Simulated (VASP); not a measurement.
CdS (zinc blende): the mBJ gap over mesh and path against the volume, with the cell scaled uniformly; LDA's own equilibrium is at 23.903 Å³/atom. VASP (PAW), 400 eV cut-off, 9×9×9 Γ-centred mesh, Gaussian smearing of 0.050 eV, potentials Cd S. mBJ is a potential without an energy functional, so only the levels count. Fit the value as a straight line in ln V.

```json
[
 {"V (Å³/atom)": "21.751", "mBJ gap over mesh and path (eV)": "2.851"},
 {"V (Å³/atom)": "22.468", "mBJ gap over mesh and path (eV)": "2.803"},
 {"V (Å³/atom)": "23.185", "mBJ gap over mesh and path (eV)": "2.753"},
 {"V (Å³/atom)": "23.903", "mBJ gap over mesh and path (eV)": "2.701"},
 {"V (Å³/atom)": "24.62", "mBJ gap over mesh and path (eV)": "2.648"},
 {"V (Å³/atom)": "25.337", "mBJ gap over mesh and path (eV)": "2.594"}
]
```

Question: Fit the rows as the text says and predict the value at 21.034.

Answer: The slope against ln V is -1.69 eV, the volume deformation potential of this gap. The line misses the rows by up to 0.005 and gives 2.913 at 21.034. The run gave 2.897, -0.016 from the line.

Left out are failed runs and those whose mesh is unfit for this quantity.

The compound is CdS in the zinc blende structure, a metastable form; wurtzite is the usual one.
